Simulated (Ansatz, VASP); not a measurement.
# HfSi: VASP beside Ansatz, part 2 of 2

Wanted: the spread between two codes on one cell, functional and k mesh. The cell is generated by rule, not measured, and may not be a known phase. The cell is taken from a series of runs on this material, whose earlier steps may have relaxed, scaled, displaced or heated it; both programs get it as it stands.

VASP 6.6.1 and Ansatz 0.2.0.

So far: Set-up; Ansatz: zone-centre phonons, PBEsol.

### 3. VASP: zone-centre phonons, PBEsol

Level of this step: PBEsol; plane waves and PAW (Hf_pv, Si); invented cell (VASP).

The same cell, functional, mesh and smearing now go to VASP, with its own data sets.

Lines of VASP's logs that name or quote its potential files are left out, and so is its time.

Input file INCAR:

```
SYSTEM = HfSi
PREC = Accurate
ENCUT = 500
EDIFF = 1E-08
NELM = 120
ISMEAR = 1
SIGMA = 0.15
LREAL = .FALSE.
ALGO = Normal
GGA = PS
NBANDS = 20
LASPH = .TRUE.
LORBIT = 11
LWAVE = .FALSE.
LCHARG = .FALSE.
ISIF = 2
IBRION = 8
GGA_COMPAT = .FALSE.
KPAR = 2
```

Input file POSCAR:

```
HfSi
1.0
    4.5456645189      0.0000030958      0.0000000000
   -2.2728349405      3.9366594025      0.0000000000
    0.0000000000      0.0000000000      5.1946872813
Hf Si
2 2
Direct
    0.3333333333      0.6666666667      0.2500000000
    0.6666666667      0.3333333333      0.7500000000
    0.6666666667      0.3333333333      0.2500000000
    0.3333333333      0.6666666667      0.7500000000
```

Input file KPOINTS:

```
Automatic mesh
0
Gamma
12 12 6
0 0 0
```

PAW data sets: Hf_pv and Si (PBE family, release 64).

The run is started by

```sh
$ mpirun -np 2 vasp_std
```

Numbers of over 12 decimals in the logs are rounded to 6 here.

The program printed:

```text
[banner, memory and clock lines left out]
running    2 mpi-ranks, on    1 nodes
 distrk:  each k-point on    1 cores,    2 groups
 distr:  one band on    1 cores,    1 groups

 POSCAR found type information on POSCAR HfSi
 POSCAR found :  2 types and       4 ions
|                                                                             |
|               ----> ADVICE to this user running VASP <----                  |
|                                                                             |
|     You enforced a specific xc type in the INCAR file but a different       |
|     [... a line on the potential file left out ...]
|     I HOPE YOU KNOW WHAT YOU ARE DOING!                                     |
|                                                                             |

 LDA part: xc-table for (Slater+PW92), standard interpolation
 POSCAR, INCAR and KPOINTS ok, starting setup
 FFT: planning ... GRIDC
 FFT: planning ... GRID_SOFT
 FFT: planning ... GRID
 WAVECAR not read
 entering main loop
       N       E                     dE             d eps       ncg     rms          rms(c)
DAV:   1     0.848952569191E+02    0.84895E+02   -0.14170E+04  3080   0.121E+03
DAV:   2    -0.300072931287E+02   -0.11490E+03   -0.11068E+03  3740   0.264E+02
DAV:   3    -0.353552163612E+02   -0.53479E+01   -0.52880E+01  4108   0.396E+01
DAV:   4    -0.354372729676E+02   -0.82057E-01   -0.81768E-01  4104   0.571E+00
DAV:   5    -0.354384315654E+02   -0.11586E-02   -0.11581E-02  4004   0.661E-01    0.637E+01
DAV:   6    -0.332346684025E+02    0.22038E+01   -0.58480E+00  3536   0.994E+00    0.396E+01
DAV:   7    -0.331069859075E+02    0.12768E+00   -0.27508E+00  3940   0.737E+00    0.476E+00
DAV:   8    -0.330104215691E+02    0.96564E-01   -0.71376E-01  3340   0.353E+00    0.558E-01
DAV:   9    -0.330101245547E+02    0.29701E-03   -0.20573E-02  3760   0.821E-01    0.296E-01
DAV:  10    -0.330101717205E+02   -0.47166E-04   -0.86907E-04  3960   0.144E-01    0.233E-01
DAV:  11    -0.330101489043E+02    0.22816E-04   -0.25101E-04  3796   0.673E-02    0.399E-02
DAV:  12    -0.330101483420E+02    0.56229E-06   -0.83905E-06  3756   0.168E-02    0.889E-03
DAV:  13    -0.330101488742E+02   -0.53220E-06   -0.70275E-07  3864   0.487E-03    0.327E-03
DAV:  14    -0.330101489119E+02   -0.37708E-07   -0.47111E-08  3964   0.102E-03    0.180E-03
DAV:  15    -0.330101489028E+02    0.90790E-08   -0.17639E-08  2916   0.655E-04
   1 F= -.33010149E+02 E0= -.33010223E+02  d E =0.222642E-03
 Linear response reoptimize wavefunctions to high precision
DAV:   1    -0.330101488996E+02    0.32505E-08   -0.78233E-10  2308   0.171E-04
DAV:   2    -0.330101488995E+02    0.35925E-10   -0.13373E-10  2196   0.707E-05
 Linear response DOF=           4
 Linear response progress:
  Degree of freedom:   1/  4
       N       E                     dE             d eps       ncg     rms          rms(c)
RMM:   1    -0.223905273670E+00   -0.22391E+00    0.47827E+00 12414   0.123E+01
RMM:   2    -0.231998991326E+00   -0.80937E-02   -0.49609E-02 18071   0.126E+00    0.563E-01
RMM:   3    -0.231941977390E+00    0.57014E-04   -0.50683E-03 24618   0.270E-01    0.313E-01
RMM:   4    -0.231716343276E+00    0.22563E-03   -0.51982E-04 27273   0.859E-02    0.224E-01
RMM:   5    -0.231414407770E+00    0.30194E-03   -0.57278E-05 25163   0.401E-02    0.389E-02
RMM:   6    -0.231349743925E+00    0.64664E-04   -0.53864E-06 27966   0.144E-02    0.164E-02
RMM:   7    -0.231340713303E+00    0.90306E-05   -0.41826E-06 25777   0.645E-03    0.256E-03
RMM:   8    -0.231341028307E+00   -0.31500E-06   -0.63545E-07 26665   0.234E-03    0.531E-04
RMM:   9    -0.231340766143E+00    0.26216E-06    0.98491E-07 28400   0.107E-03    0.195E-04
RMM:  10    -0.231341337919E+00   -0.57178E-06    0.11070E-06 27997   0.537E-04    0.110E-04
RMM:  11    -0.231341285932E+00    0.51987E-07    0.52533E-07 28175   0.321E-04    0.707E-05
RMM:  12    -0.231341319409E+00   -0.33477E-07    0.47599E-07 27643   0.209E-04    0.393E-05
RMM:  13    -0.231341280928E+00    0.38481E-07    0.24606E-07 28015   0.148E-04    0.806E-06
RMM:  14    -0.231341302801E+00   -0.21873E-07    0.29701E-08 27892   0.110E-04    0.717E-06
RMM:  15    -0.231341270397E+00    0.32404E-07    0.86761E-08 27982   0.896E-05    0.246E-06
RMM:  16    -0.231341262004E+00    0.83926E-08    0.89997E-08 27184   0.777E-05    0.219E-06
 first order change of Fermi-energy  -0.88866E-05
 force on displaced ion       1 direction 1 :  -9.987  -0.000   0.000
 Linear response progress:
  Degree of freedom:   2/  4
       N       E                     dE             d eps       ncg     rms          rms(c)
RMM:   1    -0.216778973126E+00   -0.21678E+00    0.62887E+00  4292   0.132E+01
RMM:   2    -0.227331767768E+00   -0.10553E-01   -0.54084E-02  6189   0.127E+00    0.652E-01
RMM:   3    -0.226900274450E+00    0.43149E-03   -0.57690E-03  7903   0.307E-01    0.284E-01
RMM:   4    -0.226549888157E+00    0.35039E-03   -0.10189E-03  8805   0.117E-01    0.208E-01
RMM:   5    -0.226186986493E+00    0.36290E-03   -0.18895E-04  8665   0.549E-02    0.559E-02
RMM:   6    -0.226068505888E+00    0.11848E-03   -0.35714E-05  9150   0.224E-02    0.247E-02
RMM:   7    -0.226057886490E+00    0.10619E-04   -0.17869E-05  8686   0.812E-03    0.442E-03
RMM:   8    -0.226050367771E+00    0.75187E-05    0.12214E-05  9186   0.388E-03    0.268E-03
RMM:   9    -0.226050380750E+00   -0.12979E-07    0.53434E-06  9483   0.163E-03    0.627E-04
RMM:  10    -0.226049690668E+00    0.69008E-06    0.98092E-06  9079   0.780E-04    0.218E-04
RMM:  11    -0.226050147298E+00   -0.45663E-06   -0.88800E-07  9332   0.491E-04    0.272E-04
RMM:  12    -0.226049469950E+00    0.67735E-06    0.47027E-06  9506   0.299E-04    0.117E-04
RMM:  13    -0.226049607120E+00   -0.13717E-06    0.21320E-07  9336   0.208E-04    0.758E-05
RMM:  14    -0.226049475136E+00    0.13198E-06    0.11270E-06  9262   0.143E-04    0.170E-05
RMM:  15    -0.226049447659E+00    0.27476E-07    0.77182E-07  9395   0.106E-04    0.962E-06
RMM:  16    -0.226049405157E+00    0.42503E-07    0.52944E-07  9493   0.856E-05    0.128E-05
RMM:  17    -0.226049420285E+00   -0.15128E-07    0.20991E-07  9523   0.715E-05    0.100E-05
RMM:  18    -0.226049389771E+00    0.30514E-07    0.33323E-07  9182   0.636E-05    0.519E-06
RMM:  19    -0.226049392646E+00   -0.28749E-08    0.18037E-07  8973   0.586E-05    0.131E-06
RMM:  20    -0.226049384338E+00    0.83079E-08    0.19267E-07  8460   0.557E-05    0.942E-07
RMM:  21    -0.226049392482E+00   -0.81448E-08    0.48409E-08  8743   0.541E-05    0.116E-06
 first order change of Fermi-energy   0.47159E-03
 force on displaced ion       1 direction 3 :  -0.000  -0.000 -12.651
 Linear response progress:
  Degree of freedom:   3/  4
       N       E                     dE             d eps       ncg     rms          rms(c)
RMM:   1    -0.212792938393E-01   -0.21279E-01    0.37535E-02 26085   0.984E-01
RMM:   2    -0.212353088197E-01    0.43985E-04   -0.28274E-03 22639   0.217E-01    0.426E-01
RMM:   3    -0.212014376105E-01    0.33871E-04   -0.62538E-04 18043   0.116E-01    0.231E-01
RMM:   4    -0.215327372098E-01   -0.33130E-03   -0.36633E-04 20033   0.813E-02    0.275E-02
RMM:   5    -0.214669589433E-01    0.65778E-04   -0.36720E-05 21900   0.277E-02    0.121E-02
RMM:   6    -0.214763422616E-01   -0.93833E-05   -0.50990E-06 23928   0.796E-03    0.700E-03
RMM:   7    -0.214670228915E-01    0.93194E-05   -0.49652E-07 23219   0.265E-03    0.179E-03
RMM:   8    -0.214693748666E-01   -0.23520E-05   -0.68849E-08 24222   0.119E-03    0.644E-04
RMM:   9    -0.214710126678E-01   -0.16378E-05   -0.43517E-08 22918   0.373E-04    0.796E-05
RMM:  10    -0.214709644541E-01    0.48214E-07    0.84485E-08 24868   0.110E-04    0.294E-05
RMM:  11    -0.214710003139E-01   -0.35860E-07    0.14202E-08 26021   0.394E-05    0.895E-06
RMM:  12    -0.214709842486E-01    0.16065E-07    0.13452E-08 25681   0.194E-05    0.426E-06
RMM:  13    -0.214709851851E-01   -0.93645E-09   -0.26562E-09 23050   0.143E-05    0.215E-06
 first order change of Fermi-energy  -0.30296E-04
 force on displaced ion       3 direction 1 :  -9.524   0.003   0.000
 Linear response progress:
  Degree of freedom:   4/  4
       N       E                     dE             d eps       ncg     rms          rms(c)
RMM:   1    -0.268958869989E-01   -0.26896E-01    0.39225E-02  8013   0.118E+00
RMM:   2    -0.237803802740E-01    0.31155E-02   -0.58862E-03  7987   0.263E-01    0.478E-01
RMM:   3    -0.237895075395E-01   -0.91273E-05   -0.90716E-04  6014   0.121E-01    0.233E-01
RMM:   4    -0.240854082715E-01   -0.29590E-03   -0.44212E-04  7058   0.738E-02    0.253E-02
RMM:   5    -0.240630004777E-01    0.22408E-04   -0.44617E-05  7206   0.323E-02    0.105E-02
RMM:   6    -0.240782213506E-01   -0.15221E-04   -0.57613E-06  7486   0.956E-03    0.409E-03
RMM:   7    -0.240704011427E-01    0.78202E-05    0.11574E-06  7560   0.328E-03    0.975E-04
RMM:   8    -0.240720022603E-01   -0.16011E-05    0.19836E-07  7589   0.156E-03    0.826E-04
RMM:   9    -0.240742550296E-01   -0.22528E-05    0.30963E-07  7205   0.595E-04    0.163E-04
RMM:  10    -0.240742436819E-01    0.11348E-07    0.90991E-08  8345   0.209E-04    0.638E-05
RMM:  11    -0.240743804942E-01   -0.13681E-06    0.25145E-07  7767   0.782E-05    0.479E-05
RMM:  12    -0.240743801174E-01    0.37676E-09    0.95083E-08  8267   0.477E-05    0.104E-05
 first order change of Fermi-energy  -0.88850E-03
 force on displaced ion       3 direction 3 :   0.000  -0.000 -12.716
 Linear response finished
```

Parts of OUTCAR (step 3):

```text
ion  position               nearest neighbor table
   1  0.333  0.667  0.250-   4 2.60   4 2.60   3 2.62   3 2.62   3 2.62   2 3.69   2 3.69   2 3.69
                             2 3.69   2 3.69   2 3.69
   2  0.667  0.333  0.750-   3 2.60   3 2.60   4 2.62   4 2.62   4 2.62   1 3.69   1 3.69   1 3.69
                             1 3.69   1 3.69   1 3.69
   3  0.667  0.333  0.250-   2 2.60   2 2.60   1 2.62   1 2.62   1 2.62
   4  0.333  0.667  0.750-   1 2.60   1 2.60   2 2.62   2 2.62   2 2.62

  LATTYP: Found a hexagonal cell.
 ALAT       =     4.5456645189
 C/A-ratio  =     1.1427784122

 Subroutine GETGRP returns: Found 24 space group operations
 (whereof 12 operations were pure point group operations)

The static configuration has the point symmetry D_3d.
 The point group associated with its full space group is D_6h.

 Found     76 irreducible k-points:

   k-points           NKPTS =     76   k-points in BZ     NKDIM =     76   number of bands    NBANDS=     20

   dimension x,y,z NGX =    36 NGY =   36 NGZ =   40
   dimension x,y,z NGXF=    72 NGYF=   72 NGZF=   80

   ENCUT  =  500.0 eV  36.75 Ry    6.06 a.u.   8.29  8.29  9.47*2*pi/ulx,y,z

   NELECT =      28.0000    total number of electrons

 k-points in reciprocal lattice and weights: Automatic mesh
   0.00000000  0.00000000  0.00000000       0.001
   0.08333333  0.00000000  0.00000000       0.007
   0.16666667 -0.00000000  0.00000000       0.007
   0.25000000 -0.00000000  0.00000000       0.007
   0.33333333  0.00000000  0.00000000       0.007
   0.41666667  0.00000000  0.00000000       0.007
   0.50000000 -0.00000000  0.00000000       0.003
   0.08333333  0.08333333  0.00000000       0.007
   0.16666667  0.08333333  0.00000000       0.014
[...]
0.33333333  0.25000000  0.50000000       0.014
   0.33333333  0.33333333  0.50000000       0.002

 average (electrostatic) potential at core
       1 -38.0025       2 -38.0025       3 -83.8110       4 -83.8110

  Total       -0.0313486     -0.0313486      0.0397939      0.0000000      0.0000000      0.0000000
  in kB       -0.5403109     -0.5403109      0.6858716      0.0000000      0.0000000      0.0000000
  external PRESSURE =      -0.1315834 kB  Pullay stress =       0.0000000 kB

  energy-cutoff  :      500.00
  volume of cell :       92.96
      direct lattice vectors                 reciprocal lattice vectors
     4.545664519  0.000003096  0.000000000     0.219989751  0.127011342  0.000000000
    -2.272834941  3.936659403  0.000000000    -0.000000173  0.254022384  0.000000000
     0.000000000  0.000000000  5.194687281     0.000000000  0.000000000  0.192504370

 POSITION                                       TOTAL-FORCE (eV/Angst)
 -----------------------------------------------------------------------------------
     -0.00000      2.62444      1.29867         0.000000      0.000000      0.000000
      2.27283      1.31222      3.89602         0.000000     -0.000000      0.000000
      2.27283      1.31222      1.29867        -0.000000     -0.000000      0.000000
     -0.00000      2.62444      3.89602        -0.000000     -0.000000      0.000000
 -----------------------------------------------------------------------------------
    total drift:                                0.000000     -0.000000      0.000000

 Eigenvectors and eigenvalues of the dynamical matrix
 ----------------------------------------------------

   1 f  =   11.789249 THz    74.074033 2PiTHz  393.247002 cm-1    48.756392 meV
             X         Y         Z           dx          dy          dz
     -0.000002  2.624441  1.298672     0.000000   -0.000000   -0.228350
      2.272831  1.312222  3.896015     0.000000   -0.000000    0.228350
      2.272831  1.312222  1.298672     0.000000   -0.000000   -0.669221
     -0.000002  2.624441  3.896015    -0.000000    0.000000    0.669221

   2 f  =   10.553906 THz    66.312149 2PiTHz  352.040418 cm-1    43.647429 meV
             X         Y         Z           dx          dy          dz
     -0.000002  2.624441  1.298672     0.000000    0.000000    0.260762
      2.272831  1.312222  3.896015     0.000000    0.000000    0.260762
      2.272831  1.312222  1.298672    -0.000000   -0.000000   -0.657269
     -0.000002  2.624441  3.896015    -0.000000   -0.000000   -0.657269

   3 f  =    9.661250 THz    60.703422 2PiTHz  322.264601 cm-1    39.955700 meV
             X         Y         Z           dx          dy          dz
     -0.000002  2.624441  1.298672    -0.259756    0.022519    0.000000
      2.272831  1.312222  3.896015    -0.259756    0.022519    0.000000
      2.272831  1.312222  1.298672     0.654826   -0.056769   -0.000000
     -0.000002  2.624441  3.896015     0.654826   -0.056769   -0.000000

   4 f  =    9.661250 THz    60.703422 2PiTHz  322.264601 cm-1    39.955700 meV
             X         Y         Z           dx          dy          dz
     -0.000002  2.624441  1.298672     0.022519    0.259756   -0.000000
      2.272831  1.312222  3.896015     0.022519    0.259756   -0.000000
      2.272831  1.312222  1.298672    -0.056769   -0.654826   -0.000000
     -0.000002  2.624441  3.896015    -0.056769   -0.654826    0.000000

   5 f  =    9.591152 THz    60.262987 2PiTHz  319.926405 cm-1    39.665801 meV
             X         Y         Z           dx          dy          dz
     -0.000002  2.624441  1.298672    -0.201269    0.017449    0.000000
      2.272831  1.312222  3.896015     0.201269   -0.017449   -0.000000
      2.272831  1.312222  1.298672     0.675101   -0.058526    0.000000
     -0.000002  2.624441  3.896015    -0.675101    0.058526    0.000000

   6 f  =    9.591152 THz    60.262987 2PiTHz  319.926405 cm-1    39.665801 meV
             X         Y         Z           dx          dy          dz
     -0.000002  2.624441  1.298672    -0.017449   -0.201269   -0.000000
      2.272831  1.312222  3.896015     0.017449    0.201269   -0.000000
      2.272831  1.312222  1.298672     0.058526    0.675101   -0.000000
     -0.000002  2.624441  3.896015    -0.058526   -0.675101    0.000000

   7 f  =    2.790278 THz    17.531834 2PiTHz   93.073656 cm-1    11.539657 meV
             X         Y         Z           dx          dy          dz
     -0.000002  2.624441  1.298672     0.675099   -0.058551    0.000000
      2.272831  1.312222  3.896015    -0.675099    0.058551   -0.000000
      2.272831  1.312222  1.298672     0.201268   -0.017456   -0.000000
     -0.000002  2.624441  3.896015    -0.201268    0.017456    0.000000

   8 f  =    2.790278 THz    17.531834 2PiTHz   93.073656 cm-1    11.539657 meV
             X         Y         Z           dx          dy          dz
     -0.000002  2.624441  1.298672    -0.058551   -0.675099   -0.000000
      2.272831  1.312222  3.896015     0.058551    0.675099    0.000000
      2.272831  1.312222  1.298672    -0.017456   -0.201268    0.000000
     -0.000002  2.624441  3.896015     0.017456    0.201268   -0.000000

   9 f  =    2.363209 THz    14.848481 2PiTHz   78.828170 cm-1     9.773443 meV
             X         Y         Z           dx          dy          dz
     -0.000002  2.624441  1.298672    -0.000000   -0.000000    0.669221
      2.272831  1.312222  3.896015     0.000000    0.000000   -0.669221
      2.272831  1.312222  1.298672    -0.000000   -0.000000   -0.228350
     -0.000002  2.624441  3.896015     0.000000    0.000000    0.228350

  10 f/i=    0.000076 THz     0.000476 2PiTHz    0.002528 cm-1     0.000313 meV
             X         Y         Z           dx          dy          dz
     -0.000002  2.624441  1.298672    -0.105664   -0.648733   -0.000000
      2.272831  1.312222  3.896015    -0.105664   -0.648733   -0.000000
      2.272831  1.312222  1.298672    -0.041915   -0.257339   -0.000000
     -0.000002  2.624441  3.896015    -0.041915   -0.257339   -0.000000

  11 f/i=    0.000076 THz     0.000476 2PiTHz    0.002528 cm-1     0.000313 meV
             X         Y         Z           dx          dy          dz
     -0.000002  2.624441  1.298672    -0.648733    0.105664   -0.000000
      2.272831  1.312222  3.896015    -0.648733    0.105664   -0.000000
      2.272831  1.312222  1.298672    -0.257339    0.041915   -0.000000
     -0.000002  2.624441  3.896015    -0.257339    0.041915   -0.000000

  12 f/i=    0.000592 THz     0.003718 2PiTHz    0.019736 cm-1     0.002447 meV
             X         Y         Z           dx          dy          dz
     -0.000002  2.624441  1.298672    -0.000000    0.000000    0.657269
      2.272831  1.312222  3.896015    -0.000000    0.000000    0.657269
      2.272831  1.312222  1.298672    -0.000000    0.000000    0.260762
     -0.000002  2.624441  3.896015    -0.000000    0.000000    0.260762

 ELASTIC MODULI CONTR FROM IONIC RELAXATION (kBar)
 Direction    XX          YY          ZZ          XY          YZ          ZX
 --------------------------------------------------------------------------------
 XX        -529.7770    529.7770     -0.0000      0.0000     -0.0000     -0.0000
 YY         529.7770   -529.7770      0.0000      0.0000      0.0000      0.0000
 ZZ          -0.0000      0.0000     -0.0000      0.0000      0.0000      0.0000
 XY           0.0000      0.0000      0.0000   -529.7770      0.0000      0.0000
 YZ          -0.0000      0.0000      0.0000      0.0000     -0.0000     -0.0000
 ZX          -0.0000      0.0000      0.0000      0.0000     -0.0000     -0.0000
 --------------------------------------------------------------------------------
```

### 4. Differences

Known differences besides the potentials themselves: the data sets hold 32 valence electrons in Ansatz (on norm-conserving files, of PseudoDojo where its log says so) and 28 in VASP; the cutoff is 789.13 eV in Ansatz and 500 eV in VASP. Total energies have different zeros and are not compared.

Both answers:

```
                  quantity  Ansatz   VASP  difference
     optical mode 1 (cm⁻¹)    79.9   78.8     +1.31 %
optical mode 2 to 3 (cm⁻¹)    93.3   93.1     +0.28 %
optical mode 4 to 5 (cm⁻¹)   318.5  319.9     -0.44 %
optical mode 6 to 7 (cm⁻¹)   321.1  322.3     -0.35 %
     optical mode 8 (cm⁻¹)   349.6  352.0     -0.69 %
     optical mode 9 (cm⁻¹)   391.5  393.2     -0.44 %
```

Modes are paired by rising frequency, not by their patterns, so a pair may set unlike modes beside each other; they are those without the splitting of longitudinal modes.

### 5. Results

```json
{"r.m.s. difference of the optical zone-centre modes, each program's sorted by frequency (zone-centre phonons, PBEsol)": "1.4 cm⁻¹", "difference in optical mode 1 (zone-centre phonons, PBEsol)": "+1.3 %"}
```

The r.m.s. difference of the optical zone-centre modes, each program's sorted by frequency is 1.4 cm⁻¹ (zone-centre phonons, PBEsol). The data sets hold unlike numbers of valence electrons (32 in Ansatz and 28 in VASP), so part of the differences comes from the potentials. Among the rows given in per cent, the largest difference of the zone-centre phonons, PBEsol pair is in optical mode 1, +1.3 %. How closely two codes agree says nothing of how well the functional describes the real material.

[Lines on the potential files, build, host, timing and source positions are cut from VASP's logs without a mark.]

[Logs are printed without paths, hosts, clocks, repeated set-up lines and the standing remarks that a program may print on its own settings, such as how far it seeks lower states.]

[Hosts, paths, dates, database ids (printed as entryN), source tags and the programs' standing remarks are cut or masked in the printed files.]
